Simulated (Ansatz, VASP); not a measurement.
# SnSe2: VASP beside Ansatz

Aim: how closely do two programs agree when they are given the same cell, functional and k mesh? The cell is generated by rule, not measured, and may not be a known phase. The cell is taken from a series of runs on this material, whose earlier steps may have relaxed, scaled, displaced or heated it; both programs get it as it stands.

Main program and level: Ansatz 0.2.0; plane waves, with VASP 6.6.1 beside it; single point at r2SCAN.

The structure was built from a prototype and need not be the compound's stable phase.

### 1. Set-up

The structure is monoclinic, space group Pm (No. 6). Conventional cell: a = 6.484 Å, b = 3.970 Å, c = 6.484 Å, α = 90.00°, β = 90.00°, γ = 90.00°. Nearest to Sn lie 6 Se at 2.66 to 2.98 Å. Nearest to Sn lie 6 Se at 2.62 to 2.92 Å. Nearest to Se lie 3 Sn at 2.66 to 2.72 Å. Nearest to Se lie 3 Sn at 2.62 to 2.98 Å. Se has 3 Sn at 2.71 to 2.74 Å nearest. Nearest to Se lie 3 Sn at 2.67 to 2.92 Å. Farther neighbours and most contacts between anions are not listed.

### 2. VASP: single point, r2SCAN

With cell and atoms fixed, the geometry can't cause a difference; cores, projectors, grids and the points listed under the comparison can.

Lines of VASP's logs that name or quote its potential files are left out, and so is its time.

INCAR reads:

```
SYSTEM = SnSe2
PREC = Accurate
ENCUT = 550
EDIFF = 1E-06
NELM = 120
ISMEAR = 1
SIGMA = 0.2
LREAL = .FALSE.
ALGO = Normal
METAGGA = R2SCAN
LASPH = .TRUE.
NBANDS = 32
LORBIT = 11
LWAVE = .FALSE.
LCHARG = .FALSE.
ISIF = 2
GGA_COMPAT = .FALSE.
LMIXTAU = .TRUE.
KPAR = 2
```

POSCAR reads:

```
SnSe2
1.0
    6.4844249796      0.0000000000      0.0000000000
    0.0000000000      6.4844249796      0.0000000000
    0.0000000000      0.0000000000      3.9702852424
Sn Se
2 4
Direct
    0.0249667387      0.0146972964      0.0000000000
    0.5202195489      0.4987741788      0.5000000000
    0.2959182939      0.3218358577      0.0000000000
    0.6820122023      0.7079297662      0.0000000000
    0.7840255571      0.1680389139      0.5000000000
    0.1701194655      0.7819450055      0.5000000000
```

KPOINTS reads:

```
Automatic mesh
0
Gamma
6 6 12
0 0 0
```

PAW data sets: Sn_d and Se (PBE family, release 64).

Command:

```bash
mpirun -np 2 vasp_std
```

Numbers of over 12 decimals in the logs are rounded to 6 here.

The program printed:

```text
[banner, memory and clock lines left out]
running    2 mpi-ranks, on    1 nodes
 distrk:  each k-point on    1 cores,    2 groups
 distr:  one band on    1 cores,    1 groups

 POSCAR found type information on POSCAR SnSe
 POSCAR found :  2 types and       6 ions
|                                                                             |
|               ----> ADVICE to this user running VASP <----                  |
|                                                                             |
|     You enforced a specific xc type in the INCAR file but a different       |
|     [... a line on the potential file left out ...]
|     I HOPE YOU KNOW WHAT YOU ARE DOING!                                     |
|                                                                             |

 LDA part: xc-table for (None), standard interpolation
 POSCAR, INCAR and KPOINTS ok, starting setup
 FFT: planning ... GRIDC
 FFT: planning ... GRID_SOFT
 FFT: planning ... GRID
 WAVECAR not read
 entering main loop
       N       E                     dE             d eps       ncg     rms          rms(c)
DAV:   1     0.431027075183E+03    0.43103E+03   -0.24618E+04  9120   0.199E+03
DAV:   2    -0.373441439350E+02   -0.46837E+03   -0.45621E+03  9152   0.515E+02
DAV:   3    -0.113433069799E+03   -0.76089E+02   -0.74408E+02 10928   0.179E+02
DAV:   4    -0.117329349888E+03   -0.38963E+01   -0.38701E+01 10752   0.437E+01
DAV:   5    -0.117439969052E+03   -0.11062E+00   -0.11057E+00 13312   0.768E+00    0.784E+00
DAV:   6    -0.112189629666E+03    0.52503E+01   -0.35672E+00 12600   0.232E+01    0.530E+00
DAV:   7    -0.106254548597E+03    0.59351E+01   -0.17912E+00 10568   0.708E+00    0.179E+00
DAV:   8    -0.107940037551E+03   -0.16855E+01   -0.13825E+00 10128   0.725E+00    0.106E+00
DAV:   9    -0.107948705393E+03   -0.86678E-02   -0.23467E-01  9952   0.301E+00    0.642E-01
DAV:  10    -0.107980469597E+03   -0.31764E-01   -0.32324E-02 10736   0.140E+00    0.340E-01
DAV:  11    -0.108075013884E+03   -0.94544E-01   -0.15551E-01  9232   0.274E+00    0.191E-01
DAV:  12    -0.108081175942E+03   -0.61621E-02   -0.98986E-03 11056   0.605E-01    0.203E-01
DAV:  13    -0.108084426087E+03   -0.32501E-02   -0.60297E-04 10160   0.190E-01    0.142E-01
DAV:  14    -0.108091105114E+03   -0.66790E-02   -0.41579E-03  9440   0.531E-01    0.102E-01
DAV:  15    -0.108092067620E+03   -0.96251E-03   -0.28624E-03 10448   0.407E-01    0.136E-01
DAV:  16    -0.108091878440E+03    0.18918E-03   -0.20001E-04 10552   0.119E-01    0.101E-01
DAV:  17    -0.108092134314E+03   -0.25587E-03   -0.44838E-04 10440   0.162E-01    0.641E-03
DAV:  18    -0.108092206407E+03   -0.72093E-04   -0.55248E-05 10144   0.461E-02    0.937E-03
DAV:  19    -0.108092218545E+03   -0.12138E-04   -0.98558E-06  8944   0.247E-02    0.156E-02
DAV:  20    -0.108092218850E+03   -0.30522E-06   -0.47489E-06  9320   0.186E-02
   1 F= -.10809222E+03 E0= -.10809309E+03  d E =0.260656E-02
```

From OUTCAR (step 2):

```text
ion  position               nearest neighbor table
   1  0.025  0.015  0.000-   3 2.66   6 2.67   6 2.67   5 2.71   5 2.71   4 2.98
   2  0.520  0.499  0.500-   4 2.62   4 2.62   3 2.72   3 2.72   5 2.74   6 2.92
   3  0.296  0.322  0.000-   1 2.66   2 2.72   2 2.72
   4  0.682  0.708  0.000-   2 2.62   2 2.62   1 2.98
   5  0.784  0.168  0.500-   1 2.71   1 2.71   2 2.74
   6  0.170  0.782  0.500-   1 2.67   1 2.67   2 2.92

  LATTYP: Found a simple tetragonal cell.
 ALAT       =     6.4844249796
 C/A-ratio  =     0.6122802338

 Subroutine GETGRP returns: Found  2 space group operations
 (whereof  2 operations were pure point group operations)

The static configuration has the point symmetry C_1h.

 Found    140 irreducible k-points:

   k-points           NKPTS =    140   k-points in BZ     NKDIM =    140   number of bands    NBANDS=     32

   dimension x,y,z NGX =    50 NGY =   50 NGZ =   30
   dimension x,y,z NGXF=   100 NGYF=  100 NGZF=   60

   ENCUT  =  550.0 eV  40.42 Ry    6.36 a.u.  12.40 12.40  7.59*2*pi/ulx,y,z

   NELECT =      52.0000    total number of electrons

 k-points in reciprocal lattice and weights: Automatic mesh
   0.00000000  0.00000000  0.00000000       0.002
   0.16666667  0.00000000  0.00000000       0.005
   0.00000000  0.16666667  0.00000000       0.005
   0.33333333  0.00000000  0.00000000       0.005
   0.00000000  0.33333333  0.00000000       0.005
   0.50000000  0.00000000  0.00000000       0.002
   0.00000000  0.50000000  0.00000000       0.002
   0.16666667  0.16666667  0.00000000       0.005
  -0.16666667  0.16666667  0.00000000       0.005
[...]
-0.33333333  0.50000000  0.50000000       0.005
   0.50000000  0.50000000  0.50000000       0.002

 average (electrostatic) potential at core
       1-109.4174       2-109.4263       3 -58.6911       4 -58.5590       5 -58.6569
       6 -58.5784

 E-fermi :   3.5823

 k-point     1 :       0.0000    0.0000    0.0000
  band No.  band energies     occupation
    ...
     22       2.4315      2.00000
     23       2.4323      2.00000
     24       2.5218      2.00000
     25       3.0683      2.00168
     26       3.1602      2.01099
     27       3.8031     -0.06565
     28       5.1110     -0.00000
     29       6.5168     -0.00000
     30       6.5503     -0.00000
     31       7.4111     -0.00000
    ...

 k-point     2 :       0.1667    0.0000    0.0000
  band No.  band energies     occupation
    ...
     22       2.0374      2.00000
     23       2.4903      2.00000
     24       2.5612      2.00000
     25       3.0545      2.00122
     26       3.3370      2.07091
     27       3.6590      0.40105
     28       5.0812     -0.00000
     29       6.5582     -0.00000
     30       6.6864     -0.00000
     31       7.5319     -0.00000
    ...

 k-point     3 :       0.0000    0.1667    0.0000
  band No.  band energies     occupation
    ...
     22       2.0216      2.00000
     23       2.4298      2.00000
     24       2.6055      2.00000
     25       3.0149      2.00045
     26       3.3599      2.06641
     27       3.6560      0.42103
     28       5.1213     -0.00000
     29       6.4277     -0.00000
     30       6.8058     -0.00000
     31       7.5276     -0.00000
    ...

  Total       -0.0723109     -0.1440520     -0.4431251      0.9193423      0.0000000      0.0000000
  in kB       -0.6939845     -1.3825002     -4.2527736      8.8231403      0.0000000      0.0000000
  external PRESSURE =      -2.1097528 kB  Pullay stress =       0.0000000 kB

  energy-cutoff  :      550.00
  volume of cell :      166.94
      direct lattice vectors                 reciprocal lattice vectors
     6.484424980  0.000000000  0.000000000     0.154215679  0.000000000  0.000000000
     0.000000000  6.484424980  0.000000000     0.000000000  0.154215679  0.000000000
     0.000000000  0.000000000  3.970285242     0.000000000  0.000000000  0.251871072

 POSITION                                       TOTAL-FORCE (eV/Angst)
 -----------------------------------------------------------------------------------
      0.16189      0.09530      0.00000         0.088968     -0.058280      0.000000
      3.37332      3.23426      1.98514         0.145114     -0.021968      0.000000
      1.91886      2.08692      0.00000         0.032615      0.198410      0.000000
      4.42246      4.59052      0.00000        -0.125424     -0.006003      0.000000
      5.08395      1.08964      1.98514         0.006152     -0.151298      0.000000
      1.10313      5.07046      1.98514        -0.147424      0.039140      0.000000
 -----------------------------------------------------------------------------------
    total drift:                                0.000358     -0.000979     -0.000001

  FREE ENERGIE OF THE ION-ELECTRON SYSTEM (eV)
  ---------------------------------------------------
  free  energy   TOTEN  =      -108.0922188499 eV

  energy  without entropy=     -108.0948254144  energy(sigma->0) =     -108.09308770

 total charge
# of ion       s       p       d       tot
------------------------------------------
    1        1.058   0.987  10.083  12.127
    2        1.055   0.989  10.087  12.131
    3        1.469   2.382   0.023   3.874
    4        1.476   2.362   0.025   3.863
    5        1.473   2.360   0.022   3.856
    6        1.477   2.350   0.024   3.850
--------------------------------------------------
tot          8.009  11.430  20.263  39.702

[... 3 further parts left out ...]
```

The run ends at a pressure of -0.21 GPa, with forces up to 0.20 eV/Å.

### 3. Ansatz: single point, r2SCAN

Ansatz runs on its default PAW (the set named soft_2) files.

The same cell, functional, mesh and smearing now go to Ansatz, which takes its cutoff from its data sets.

input.yaml reads:

```yaml
crystal:
  lattice:
    - [6.4844249796, 0.0, 0.0]
    - [0.0, 6.4844249796, 0.0]
    - [0.0, 0.0, 3.9702852424]
  atoms:
    - { symbol: Sn, position: [0.0249667387, 0.0146972964, 0.0] }
    - { symbol: Sn, position: [0.5202195489, 0.4987741788, 0.5] }
    - { symbol: Se, position: [0.2959182939, 0.3218358577, 0.0] }
    - { symbol: Se, position: [0.6820122023, 0.7079297662, 0.0] }
    - { symbol: Se, position: [0.7840255571, 0.1680389139, 0.5] }
    - { symbol: Se, position: [0.1701194655, 0.7819450055, 0.5] }
kpoints:
  mp_grid: { grid: [6, 6, 12] }
hamiltonian:
  xc: r2scan
scf:
  occupations: { method: methfessel_paxton, width: 0.2 }
output:
  forces: true
  stress: true
  eigenvalues: true
```

Command:

```bash
ansatz run input.yaml --threads 8 --pin off --max-ram 14336MiB --backend cpu --events-out ev --progress --plain --runs-dir out
```

The program printed:

```text
Engine: ansatz 0.2.0, aarch64-unknown-linux-gnu
Pseudopotentials: kind: paw
Pseudopotential: Sn, paw, valence charge 14, recommended cutoff 500 eV (meta_gga), Sn.paw.azcp
Pseudopotential: Se, paw, valence charge 16, recommended cutoff 500 eV (meta_gga), Se.paw.azcp
Functional definition: r2SCAN
  parameter k0 = 0.174
  parameter k1 = 0.065
  parameter a1 = 4.9479
  exchange = r2scan_x(k0 = k0, k1 = k1, a1 = a1)
  correlation = r2scan_c
Crystal: 6 atoms, lattice volume = 166.942 Å³
Basis set: ecut = 500 eV, 4235 PW (Γ), exchange–correlation on 192×192×120 points (64 copies of the dense FFT grid, shifted against one another)
Bands: 56, of which v1, the nominal top of the filled ones, is band 46 counted from 1 (45 counted from 0)
Symmetry: 2 space group operations
Space group: Pm (ITA 6), of the structure as read, at distance tolerance 5.5e-5 Å
k-points: 140 of 432 (time reversal used)
Non-local potential: Sn, projectors of the file, l = 0: 2, l = 1: 2, l = 2: 2, l = 3: 2
Non-local potential: Se, projectors of the file, l = 0: 2, l = 1: 2, l = 2: 3, l = 3: 1
PAW form: soft (Blöchl's): semilocal exchange-correlation on the pseudo side does not see the compensation charge
PAW frozen core: Sn, regenerated for the run's functional (the file was generated under x = pbe(κ = 0.804, μ = 0.219515), c = pbe(β = 0.066725))
PAW frozen core: Se, regenerated for the run's functional (the file was generated under x = pbe(κ = 0.804, μ = 0.219515), c = pbe(β = 0.066725))
PAW one-centre angular grid: Sn, 590 points (default); XC on 249 of its mesh's 2787 points in the sphere
PAW one-centre angular grid: Se, 590 points (default); XC on 160 Gauss nodes
Initial density: superposition of atomic densities (neutral atoms: chi_scale 0, normalization atom), corrected by the library's trained network
Initial wavefunctions: pseudopotential atomic-orbital guess
Functional: x = r2scan, c = r2scan; τ floored in thin density (d = 2e-4 eV/Å³)
SCF iter   1: F=—  HF=-33991.155376 eV  |F-HF|=—  |Δ(HF+E_count)|=         —  Δρ=7.12e-3  dr2=1.24e-1  dr2_τ=1.51e-2  ethr=1.77e-3  ⟨swp⟩=7.2  Hψ=30781  notcnv=0
preconditioner: auto → Kerker (q_TF=auto, 2.470 Å⁻¹)  [metal: Δε(μ)=0.007 eV  Ē_g=10.429 eV  σ=0.200 eV  W_gap=0.03  n_scr=38 (ndim 8)  ℏωp=16.3 eV  f_vac=0.105  D(μ)=0.67/eV (n_scr^D=0)]
SCF iter   2: F=—  HF=-33991.167412 eV  |F-HF|=—  |Δ(HF+E_count)|=   1.20e-2  S|Δr|=    0.00e0  Δρ=4.15e-3  dr2=4.99e-2  dr2_τ=2.83e-4  ethr=1.35e-4  ⟨swp⟩=2.8  Hψ=15183  notcnv=0  defer=16
SCF iter   3: F=—  HF=-33991.159262 eV  |F-HF|=—  |Δ(HF+E_count)|=   8.15e-3  S|Δr|=    0.00e0  Δρ=1.28e-3  dr2=6.99e-3  dr2_τ=4.00e-5  ethr=5.42e-5  ⟨swp⟩=2.2  Hψ=10022  notcnv=0  defer=16
SCF iter   4: F=—  HF=-33991.157759 eV  |F-HF|=—  |Δ(HF+E_count)|=   1.50e-3  S|Δr|=    0.00e0  Δρ=5.61e-4  dr2=1.18e-3  dr2_τ=7.61e-6  ethr=7.59e-6  ⟨swp⟩=3.0  Hψ=14005  notcnv=0  defer=16
SCF iter   5: F=—  HF=-33991.157709 eV  |F-HF|=—  |Δ(HF+E_count)|=   5.03e-5  S|Δr|=    0.00e0  Δρ=2.14e-4  dr2=2.63e-4  dr2_τ=1.45e-6  ethr=1.29e-6  ⟨swp⟩=2.0  Hψ=9056  notcnv=0  defer=16
SCF iter   6: F=—  HF=-33991.157722 eV  |F-HF|=—  |Δ(HF+E_count)|=   1.30e-5  S|Δr|=    0.00e0  Δρ=1.25e-4  dr2=3.78e-5  dr2_τ=7.49e-7  ethr=2.86e-7  ⟨swp⟩=2.0  Hψ=11025  notcnv=0  defer=16
SCF iter   7: F=—  HF=-33991.157752 eV  |F-HF|=—  |Δ(HF+E_count)|=   3.04e-5  S|Δr|=    0.00e0  Δρ=5.46e-5  dr2=6.54e-6  dr2_τ=8.69e-8  ethr=4.11e-8  ⟨swp⟩=2.0  Hψ=13273  notcnv=0  defer=44
SCF iter   8: F=—  HF=-33991.157756 eV  |F-HF|=—  |Δ(HF+E_count)|=   3.55e-6  S|Δr|=    0.00e0  Δρ=1.51e-5  dr2=5.86e-7  dr2_τ=2.88e-8  ethr=7.11e-9  ⟨swp⟩=2.0  Hψ=13339  notcnv=0  defer=44
SCF iter   9: F=—  HF=-33991.157755 eV  |F-HF|=—  |Δ(HF+E_count)|=   2.60e-7  S|Δr|=    0.00e0  Δρ=8.40e-6  dr2=1.62e-7  dr2_τ=2.68e-9  ethr=6.37e-10  ⟨swp⟩=2.0  Hψ=13826  notcnv=0  defer=44
SCF iter  10: F=-33991.157755 eV  HF=-33991.157755 eV  |F-HF|=6.45e-9  |Δ(HF+E_count)|=   9.59e-8  S|Δr|=    0.00e0  Δρ=2.41e-6  dr2=1.93e-8  dr2_τ=1.76e-10  ethr=1.09e-10  ⟨swp⟩=10.1  Hψ=31260  notcnv=0
SCF 1 converged in 10 iterations: F = -33991.157755 eV  dr2 = 1.93e-8
  greatest PAW one-centre occupation: 1.000 electrons in one spin orbital (limit 2), on the Se atom at site 3 (counted from 0), in its partial waves of l = 2
SCF converged after 10 iterations
Stability not checked: this state was not tested for a lower state beside it, because cold or Methfessel-Paxton smearing, or corrected tetrahedra, fill the levels in a way that the test cannot read (fill_not_monotonic; see scf.lower_state_search)
Free energy (F): -33991.157755 eV
Harris-Foulkes:  -33991.157755 eV  (|F-HF|=6.45e-9)
Internal energy: -33991.160332 eV  (E = F + TS)
E sigma→0 (E₀):  -33991.158399 eV
Entropy (-TS):   0.002576 eV (0.429 meV/atom)
Fermi energy:    7.232725 eV
Step filling:    the computed levels leave a gap of 0.0628 eV = 0.3 smearing widths at the electron count; against every level under it full and every level over it empty, smearing changes F+E_penalty+E_count by +1.014 meV and its σ→0 estimate by +0.370 meV
--- Per-component energies (eV) ---
  E_band       = -1890.939555
  E_kinetic    = 846.541789
  E_local      = -12416.190993  (includes V_loc(G=0)·N_el)
  E_nonlocal   = -2444.625692
  E_hartree    = 6315.198027
  E_xc         = -1138.328208
  E_vxc        = -626.206027  (∫ρ·V_xc dr)
  E_paw        = -16027.753574  (= ΣΔE_a)
  E_vpaw       = 85.719758  (= ΣTr[D̂ρ^β])
  E_aug_tail   = -0.000839  (compensation charges beyond the density's cutoff)
  E_vtau       = 33.430648  (kinetic-family band-sum trace: ∫τ·v_τ [+ j·A + Jᵃ·Aᵃ] dr)
  E_ewald      = -9120.412401
  E_core_change = -5.588441  (= ΣΔE_core)
  E_smearing   = 0.002576  (= −TS)
  E_closure    = -0.000000  (closes the sum)
  Σ components = -33991.157755   (vs F -33991.157755, Δ=0.00e0)
--- Forces (eV/Å), atoms counted from 1 ---
  atom   1  Sn     0.09126046    -0.05835300     0.00000000
  atom   2  Sn     0.14651073    -0.02068637     0.00000000
  atom   3  Se     0.03367077     0.19922731     0.00000000
  atom   4  Se    -0.12962154    -0.01085801     0.00000000
  atom   5  Se     0.00803289    -0.15216880     0.00000000
  atom   6  Se    -0.14985838     0.04283607     0.00000000
  max |Σ_I F_I| component: 5.06e-6 eV/Å
--- Stress (GPa, compression-positive) ---
       -0.066784       0.883231       0.000000
        0.883231      -0.141218       0.000000
        0.000000       0.000000      -0.457362
  P = ⅓ Tr σ = -0.2218 GPa (-2.218 kbar)
--- Band table (eV; the first three rows and the last of 140) ---
  k-point 0: bands = [... 42 lower, 6.0861, 6.1758, 6.7188, 6.8114, 7.4520, 8.7625, 10.1685, 10.2028, ... 6 higher]
  k-point 1: bands = [... 42 lower, 5.7762, 6.7623, 6.7997, 6.8983, 7.4092, 9.0389, 10.5084, 10.5605, ... 6 higher]
  k-point 2: bands = [... 42 lower, 5.0416, 6.7276, 6.8201, 7.2574, 7.5156, 9.5825, 10.8700, 11.2373, ... 6 higher]
  k-point 139: bands = [... 42 lower, 6.1143, 6.1667, 6.4053, 6.4064, 7.6620, 7.6998, 11.6842, 11.7951, ... 6 higher]
```

The run ends at a pressure of -0.22 GPa, with forces up to 0.20 eV/Å.

### 4. Differences

Known differences besides the potentials themselves: VASP keeps PBE cores, Ansatz makes them for the functional; the data sets hold 92 valence electrons in Ansatz (on its default PAW (the set named soft_2) files) and 52 in VASP; the cutoff is 500 eV in Ansatz and 550 eV in VASP. Total energies have different zeros and are not compared.

The two programs side by side:

```
      quantity  Ansatz   VASP  difference
pressure (GPa)   -0.22  -0.21       -0.01
```

Forces (eV/Å; atoms numbered as in POSCAR):

```
atom         Ansatz x, y, z           VASP x, y, z
 Sn1   0.091, -0.058, 0.000   0.089, -0.058, 0.000
 Sn2   0.147, -0.021, 0.000   0.145, -0.022, 0.000
 Se3    0.034, 0.199, 0.000    0.033, 0.198, 0.000
 Se4  -0.130, -0.011, 0.000  -0.125, -0.006, 0.000
 Se5   0.008, -0.152, 0.000   0.006, -0.151, 0.000
 Se6   -0.150, 0.043, 0.000   -0.147, 0.039, 0.000
```

The forces differ by 2.1 meV/Å r.m.s., which is 2.4 % of the r.m.s. force of 0.087 eV/Å (both taken over all components).

### 5. Outcome

| Quantity | Value |
| --- | --- |
| r.m.s. force difference (single point, r2SCAN) | 2.1 meV/Å |

What this shows: The r.m.s. force difference is 2.1 meV/Å (single point, r2SCAN), within the 12 meV/Å picked in this series as the mark of a large difference. The data sets hold unlike numbers of valence electrons (92 in Ansatz and 52 in VASP), so part of the differences comes from the potentials. Such differences can come from data sets, numerical settings and the points named under the comparisons, not from the functional's error against experiment.

[Lines on the potential files, build, host, timing and source positions are cut from VASP's logs without a mark.]

[Logs are printed without paths, hosts, clocks, repeated set-up lines and the standing remarks that a program may print on its own settings, such as how far it seeks lower states.]

[Hosts, paths, dates, database ids (printed as entryN), source tags and the programs' standing remarks are cut or masked in the printed files.]
